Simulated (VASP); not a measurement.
Data:

```
WSe
1.0
    0.00000     2.79427     2.79427
    2.79427     0.00000     2.79427
    2.79427     2.79427     0.00000
W Se
1 1
Direct
  0.00000   0.00000   0.00000
  0.25000   0.25000   0.25000
```

The numbers are results of PBEsol GGA, VASP's PBE PAW potentials (set 64) (plane waves; VASP 6.6.1), not measurements. Numerical set-up: 400 eV cut-off, Gaussian smearing of 0.050 eV, potentials W_sv Se.

Unless said otherwise, spin-orbit coupling is left out, though it shifts the bands of the heavy elements here.

Estimate the band gap (along the path) with the smallest direct gap where there is one.

The band gap (along the path) is none (metal, semimetal or under 0.01 eV).

The absolute energy has meaning only against runs of the same code, potentials and settings.

The structure was generated: WSe was put into the zinc blende type (F-43m), which need not be its known phase. It was relaxed first, which changed the volume by -37 %.
